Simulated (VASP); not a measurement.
# SbP (P-6m2) in VASP: notebook

The runs below take SbP through relaxation of cell and atoms, with r2SCAN, rSCAN, r2SCAN+D3(BJ).

All numbers are computed with VASP 6.6.1; they aren't measurements. Logs are shortened: lines on timing, memory, paths and dates and some standing lists are left out, and cuts for length are marked.

## 1. The structure

Symmetry: P-6m2, No. 187, hexagonal system. Conventional cell: a = 3.632 Å, b = 3.632 Å, c = 5.659 Å, α = 90.00°, β = 90.00°, γ = 120.00°. Around Sb (site symmetry -6m2) lie 6 P at 3.52 Å and 6 Sb at 3.63 Å. P (site symmetry -6m2) has 6 Sb at 3.52 Å and 6 P at 3.63 Å as nearest neighbours.

The cell was built by a generator and needn't be a form met in nature.

## 2. Relaxation of cell and atoms, r2SCAN

The input, INCAR:

```
PREC     = Accurate       # precision mode
ENCUT    = 600            # plane-wave cutoff, eV
EDIFF    = 1E-6           # SCF threshold, eV
ISMEAR   = 0              # smearing method
SIGMA    = 0.05           # smearing width, eV
LREAL    = False          # projectors in reciprocal space
LASPH    = True           # aspherical terms in the spheres
NELM     = 80             # most SCF steps
ALGO     = Normal         # electronic algorithm
ISIF     = 3              # what is computed and relaxed
LWAVE    = False          # write WAVECAR
LCHARG   = False          # write CHGCAR
METAGGA  = R2SCAN         # meta-GGA
LMIXTAU  = True         
IBRION   = 2              # ionic algorithm
NSW      = 60             # ionic steps
EDIFFG   = -0.02          # ionic threshold
```

The input, KPOINTS:

```
Automatic mesh
0
Gamma
  8 8 5
```

The input, POSCAR:

```
SbP
1.0
    3.6321932900      0.0000000000      0.0000000000
   -1.8160966500      3.1455716600      0.0000000000
    0.0000000000      0.0000000000      5.6588832400
Sb P
1 1
Direct
    0.3333333300      0.6666666700      0.5000000000
    0.0000000000      0.0000000000      0.0000000000
```

Potentials or basis: VASP PAW PBE potentials, release 64 (Sb, P).

Command:

```
cat potpaw_PBE.64/Sb/POTCAR potpaw_PBE.64/P/POTCAR > POTCAR
mpirun -np 1 vasp_std > vasp.out
```

OUTCAR:

```text
PREC = Accurate
   ENCUT = 600
   EDIFF = 1E-6
   ISMEAR = 0
   LREAL = False
   LASPH = True
   NELM = 80
   ISIF = 3
   METAGGA = R2SCAN
   IBRION = 2
   NSW = 60
   EDIFFG = -0.02

 ion  position               nearest neighbor table
   1  0.333  0.667  0.500-
   2  0.000  0.000  0.000-

  LATTYP: Found a hexagonal cell.
 ALAT       =     3.6321932900
 C/A-ratio  =     1.5579796526

  Lattice vectors:

 A1 = (   3.6321932900,   0.0000000000,   0.0000000000)
 A2 = (  -1.8160966500,   3.1455716600,   0.0000000000)
 A3 = (   0.0000000000,   0.0000000000,   5.6588832400)

Analysis of symmetry for initial positions (statically):
=====================================================================
 Subroutine PRICEL returns:
 Original cell was already a primitive cell.

 Routine SETGRP: Setting up the symmetry group for a
 hexagonal supercell.

 Subroutine GETGRP returns: Found 12 space group operations
 (whereof 12 operations were pure point group operations)
 out of a pool of 24 trial point group operations.

The static configuration has the point symmetry D_3h.

Analysis of symmetry for dynamics (positions and initial velocities):
=====================================================================
 Subroutine PRICEL returns:
 Original cell was already a primitive cell.

 Routine SETGRP: Setting up the symmetry group for a
 hexagonal supercell.

 Subroutine GETGRP returns: Found 12 space group operations
 (whereof 12 operations were pure point group operations)
 out of a pool of 24 trial point group operations.

The dynamic configuration has the point symmetry D_3h.

 Subroutine INISYM returns: Found 12 space group operations
 (whereof 12 operations are pure point group operations),
 and found     1 'primitive' translations

----------------------------------------------------------------------------------------

                                     Primitive cell

  volume of cell :      64.6546

  direct lattice vectors                    reciprocal lattice vectors
     3.632193290  0.000000000  0.000000000     0.275315745  0.158953620  0.000000000
    -1.816096650  3.145571660  0.000000000     0.000000000  0.317907239  0.000000000
     0.000000000  0.000000000  5.658883240     0.000000000  0.000000000  0.176713312

  length of vectors
     3.632193290  3.632193292  5.658883240     0.317907239  0.317907239  0.176713312

  position of ions in fractional coordinates (direct lattice)
     0.333333330  0.666666670  0.500000000
     0.000000000  0.000000000  0.000000000

  ion indices of the primitive-cell ions
   primitive index   ion index
                 1           1
                 2           2

----------------------------------------------------------------------------------------

 KPOINTS: Automatic mesh

Automatic generation of k-mesh.
 Grid dimensions read from file:
 generate k-points for:    8    8    5

 Generating k-lattice:

  Cartesian coordinates                     Fractional coordinates (reciprocal lattice)
     0.034414468  0.019869202  0.000000000     0.125000000  0.000000000  0.000000000
     0.000000000  0.039738405  0.000000000     0.000000000  0.125000000  0.000000000
     0.000000000  0.000000000  0.035342662     0.000000000  0.000000000  0.200000000

  Length of vectors
     0.039738405  0.039738405  0.035342662

  Shift w.r.t. Gamma in fractional coordinates (k-lattice)
     0.000000000  0.000000000  0.000000000

 Subroutine IBZKPT returns following result:
 ===========================================

 Found     30 irreducible k-points:

 Following reciprocal coordinates:
            Coordinates               Weight
  0.000000  0.000000  0.000000      1.000000
  0.125000  0.000000  0.000000      6.000000
  0.250000  0.000000  0.000000      6.000000
  0.375000  0.000000  0.000000      6.000000
  0.500000  0.000000  0.000000      3.000000
  0.125000  0.125000  0.000000      6.000000
[... 16 lines left out ...]
  0.250000  0.000000  0.400000     12.000000
  0.375000  0.000000  0.400000     12.000000
 [... further k-points ...]
   k-points           NKPTS =     30   k-points in BZ     NKDIM =     30   number of bands    NBANDS=      9
   number of dos      NEDOS =    301   number of ions     NIONS =      2
   total plane-waves  NPLWV =  43200
   dimension x,y,z NGX =    30 NGY =   30 NGZ =   48
   dimension x,y,z NGXF=    60 NGYF=   60 NGZF=   96
   ions per type =               1   1
   NGX,Y,Z   is equivalent  to a cutoff of  13.73, 13.73, 14.10 a.u.
   NGXF,Y,Z  is equivalent  to a cutoff of  27.46, 27.46, 28.20 a.u.
 SYSTEM =  unknown system
   PREC   = accura    normal or accurate (medium, high low for compatibility)
   ISTART =      0    job   : 0-new  1-cont  2-samecut
   ICHARG =      2    charge: 1-file 2-atom 10-const
   ISPIN  =      1    spin polarized calculation?
   LNONCOLLINEAR =      F non collinear calculations
   LSORBIT =      F    spin-orbit coupling
   LASPH  =      T    aspherical Exc in radial PAW
   ENCUT  =  600.0 eV  44.10 Ry    6.64 a.u.   7.25  7.25 11.30*2*pi/ulx,y,z
   NELM   =     80;   NELMIN=  2; NELMDL= -5     # of ELM steps
   EDIFF  = 0.1E-05   stopping-criterion for ELM
   LREAL  =      F    real-space projection
   EDIFFG = -.2E-01   stopping-criterion for IOM
   NSW    =     60    number of steps for IOM
   IBRION =      2    ionic relax: 0-MD 1-quasi-New 2-CG
   NFREE  =      1    steps in history (QN), initial steepest desc. (CG)
   ISIF   =      3    stress and relaxation
   ISYM   =      2    0-nonsym 1-usesym 2-fastsym
   POTIM  = 0.5000    time-step for ionic-motion
   TEBEG  =    0.0;   TEEND  =   0.0 temperature during run
   PSTRESS=    0.0 pullay stress
   NELECT =      10.0000    total number of electrons
   NUPDOWN=      -1.0000    fix difference up-down
   EMIN   =  10.00;   EMAX   =-10.00  energy-range for DOS
   EFERMI =   0.00;   METHOD = LEGACY
   ISMEAR =     0;   SIGMA  =   0.05  broadening in eV -4-tet -1-fermi 0-gaus
   EFERMI_NEDOS =   21; number of points for ismear=-14 and -15
   IALGO  =     38    algorithm
   IMIX   =      4    mixing-type and parameters
     AMIX     =   0.40;   BMIX     =  1.00
     AMIX_MAG =   1.60;   BMIX_MAG =  1.00
  volume/ion in A,a.u.               =      32.33       218.16
  Fermi-wavevector in a.u.,A,eV,Ry     =   0.878770  1.660634 10.506911  0.772236
  Thomas-Fermi vector in A             =   1.998902
   LORBIT       =      0    0 simple, 1 ext, 2 COOP (PROOUT), +10 PAW based schemes
   METAGGA = R2SCAN    functional components
   LHFCALC =     F    Hartree Fock is set to
   AEXX    =    0.0000 exact exchange contribution
   IVDW    =     0    specifies the selected vdW correction
   LEPSILON=     F    determine dielectric tensor
   LRPA    =     F    only Hartree local field effects (RPA)
 conjugate gradient relaxation of ions
 non-spin polarized calculation
 Gauss-broadening in eV      SIGMA  =   0.05
  energy-cutoff  :      600.00
  volume of cell :       64.65
 maximum number of plane-waves:      2189
 NGX is ok and might be reduce to    30
   NGX = 15   NGY = 15   NGZ = 23

--------------------------------------- Ionic step        1  -------------------------------------------

 number of electron      10.0000000 magnetization

 number of electron       9.9999999 magnetization

 Free energy of the ion-electron system (eV)
  ---------------------------------------------------
  ext. energy  EPLUGINS =         0.00000000
  ---------------------------------------------------
  free energy    TOTEN  =       -31.63846203 eV

  energy without entropy =      -31.63311844  energy(sigma->0) =      -31.63579024

 E-fermi :   3.8296     XC(G=0):  -9.2529

 val. band max:        3.7960611725   @ k =   0.3750   0.2500   0.0000
 cond. band min:       3.8434375517   @ k =   0.1250   0.1250   0.0000
 fundamental gap:      0.0473763792
 Fermi energy:         3.8295534032

 k-point     1 :       0.0000    0.0000    0.0000
  band No.  band energies     occupation
      1      -7.8563      2.00000
      2      -5.2206      2.00000
      3      -0.2684      2.00000
      4       5.2009      0.00000
      5       5.2009      0.00000
      6       7.2207      0.00000
      7       7.3630      0.00000
      8       7.3630      0.00000
      9      10.8087      0.00000
[... 265 lines left out ...]
 k-point    24 :       0.3750    0.0000    0.4000
  band No.  band energies     occupation
      1      -5.8261      2.00000
      2      -5.1278      2.00000
      3       0.4726      2.00000
      4       1.1443      2.00000
      5       3.9931      0.00000
      6       4.3449      0.00000
      7       5.4699      0.00000
      8       5.4981      0.00000
      9      10.0335      0.00000

 [... further k-points ...]

------------------------ aborting loop because EDIFF is reached ----------------------------------------

  FORCE on cell =-STRESS in cart. coord.  units (eV):
  Direction    XX          YY          ZZ          XY          YZ          ZX
  --------------------------------------------------------------------------------------
  -------------------------------------------------------------------------------------
  Total       -4.5499023     -4.5499023     -6.1044878      0.0000000     -0.0000000      0.0000000
  in kB     -112.7491792   -112.7491791   -151.2726944      0.0000002     -0.0000000      0.0000000
  external PRESSURE =    -125.5903509 kB  Pullay stress =       0.0000000 kB
[... 89 lines left out ...]
  FREE ENERGIE OF THE ION-ELECTRON SYSTEM (eV)
  ---------------------------------------------------
  free  energy   TOTEN  =       -33.0072080040 eV

  energy  without entropy=      -33.0052903053  energy(sigma->0) =      -33.00624915

 E-fermi :  10.3849     XC(G=0): -11.5378

 val. band max:       10.3771670218   @ k =   0.2500   0.1250   0.4000
 cond. band min:      10.4023649677   @ k =   0.2500   0.1250   0.2000
 fundamental gap:      0.0251979459
 Fermi energy:        10.3849115502

 k-point     1 :       0.0000    0.0000    0.0000
  band No.  band energies     occupation
      1      -5.9606      2.00000
      2       7.0691      2.00000
      3       7.1214      2.00000
      4       7.8028      2.00000
      5       7.8028      2.00000
      6      12.3977      0.00000
      7      12.3977      0.00000
      8      13.3509      0.00000
      9      19.2857      0.00000
[... 265 lines left out ...]
 k-point    24 :       0.3750    0.0000    0.4000
  band No.  band energies     occupation
      1      -1.7977      2.00000
      2       0.8851      2.00000
      3       3.3433      2.00000
      4       5.8944      2.00000
      5       8.1232      2.00000
      6      11.2366      0.00000
      7      11.8165      0.00000
      8      14.2982      0.00000
      9      20.5241      0.00000

 [... further k-points ...]

[... ionic steps 4 to 13 ...]

--------------------------------------- Ionic step       14  -------------------------------------------

 number of electron       9.9999999 magnetization

------------------------ aborting loop because EDIFF is reached ----------------------------------------
[... 67 lines left out ...]
--------------------------------------- Ionic step       16  -------------------------------------------

 number of electron      10.0000001 magnetization

 Free energy of the ion-electron system (eV)
  ---------------------------------------------------
  ext. energy  EPLUGINS =         0.00000000
  ---------------------------------------------------
  free energy    TOTEN  =       -33.97719888 eV

  energy without entropy =      -33.97652633  energy(sigma->0) =      -33.97686260

 E-fermi :   8.0684     XC(G=0): -10.7885

 val. band max:        7.9942549657   @ k =   0.2500   0.0000   0.2000
 cond. band min:       8.0817473686   @ k =   0.2500   0.2500   0.0000
 fundamental gap:      0.0874924030
 Fermi energy:         8.0683541216

 k-point     1 :       0.0000    0.0000    0.0000
  band No.  band energies     occupation
      1      -6.6007      2.00000
      2       3.3284      2.00000
      3       4.4215      2.00000
      4       6.4701      2.00000
      5       6.4701      2.00000
      6      10.5387      0.00000
      7      10.5387      0.00000
      8      11.7008      0.00000
      9      15.2036      0.00000
[... 265 lines left out ...]
 k-point    24 :       0.3750    0.0000    0.4000
  band No.  band energies     occupation
      1      -3.1683      2.00000
      2      -1.1872      2.00000
      3       2.2089      2.00000
      4       4.0273      2.00000
      5       6.5023      2.00000
      6       8.9792      0.00000
      7       9.8878      0.00000
      8      11.7917      0.00000
      9      17.2048      0.00000

 [... further k-points ...]

------------------------ aborting loop because EDIFF is reached ----------------------------------------

  FORCE on cell =-STRESS in cart. coord.  units (eV):
  Direction    XX          YY          ZZ          XY          YZ          ZX
  --------------------------------------------------------------------------------------
  -------------------------------------------------------------------------------------
  Total        0.0206179      0.0206179     -0.0068136     -0.0000000      0.0000000      0.0000000
  in kB        0.7493704      0.7493704     -0.2476435     -0.0000000      0.0000000      0.0000000
  external PRESSURE =       0.4170324 kB  Pullay stress =       0.0000000 kB
[... 17 lines left out ...]
  FREE ENERGIE OF THE ION-ELECTRON SYSTEM (eV)
  ---------------------------------------------------
  free  energy   TOTEN  =       -33.9771988771 eV

  energy  without entropy=      -33.9765263259  energy(sigma->0) =      -33.97686260

 reached required accuracy - stopping structural energy minimisation
```

It took 21 min on 1 thread of Intel Xeon Platinum 8375C at 2.90GHz (Ice Lake), shared host; peak memory 0.24 GiB.

What came out:

```yaml
Free_energy: -33.9772 eV
Relaxed_volume: 22.04 Å³/atom
Relaxed_cell: a = 3.721 Å, b = 3.721 Å, c = 3.676 Å, α = 90.00°, β = 90.00°, γ = 120.00°
Space_group_after_relaxing_to_0.05_Å: P-6m2 (No. 187)
Energy_gained_by_relaxing: 1169.4 meV/atom
Ionic_steps: 16
Pressure_after_relaxing: 0.0 GPa
Band_gap_on_the_k_mesh: none (metal or under the smearing width)
```

Stress tensor (GPa, compression positive):
```
 0.07  0.00  0.00
 0.00  0.07  0.00
 0.00  0.00 -0.02
```

The path:
| step | energy change (eV) | largest force (eV/Å) | pressure (GPa) | volume (Å³) |
| --- | --- | --- | --- | --- |
| 1 | 0.0000 | 0.0000 | -12.56 | 64.65 |
| 2 | -1.3523 | 0.0000 | -2.18 | 43.70 |
| 3 | -1.3687 | 0.0000 | 0.18 | 42.20 |
| 4 | -1.3691 | 0.0000 | 0.91 | 41.81 |
| 5 | -1.4316 | 0.0000 | 2.14 | 41.57 |
| 6 | -1.7241 | 0.0000 | 4.12 | 40.69 |
| 7 | -1.8058 | 0.0000 | 20.86 | 37.45 |
| 8 | -2.1005 | 0.0000 | 8.62 | 39.51 |
| 9 | -2.1383 | 0.0000 | 13.28 | 38.57 |
| 10 | -2.1571 | 0.0000 | 11.68 | 38.81 |
| 11 | -2.1798 | 0.0000 | 11.27 | 39.09 |
| 12 | -2.1931 | 0.0000 | 10.81 | 39.53 |
| 13 | -2.2225 | 0.0000 | 9.45 | 39.98 |
| 14 | -2.2896 | 0.0000 | 5.89 | 41.35 |
| 15 | -2.3387 | 0.0000 | -0.14 | 44.18 |
| 16 | -2.3387 | 0.0000 | 0.04 | 44.08 |

Final structure:
```cif
data_structure
_symmetry_space_group_name_H-M 'P 1'
_symmetry_Int_Tables_number 1
_cell_length_a 3.7213
_cell_length_b 3.7213
_cell_length_c 3.6756
_cell_angle_alpha 90.000
_cell_angle_beta 90.000
_cell_angle_gamma 120.000
_cell_volume 44.08
loop_
_atom_site_label
_atom_site_type_symbol
_atom_site_fract_x
_atom_site_fract_y
_atom_site_fract_z
_atom_site_occupancy
Sb1 Sb 0.33333 0.66667 0.50000 1
P1 P 0.00000 0.00000 0.00000 1
```

Caveat: the volume moved by over 15 % at a fixed basis, so the end points are rough; the PAW data sets were made with another functional, which shifts forces and pressure a little. Spin-orbit coupling is left out, which matters for the levels of Sb.

(Continued in part 2 of 2.)
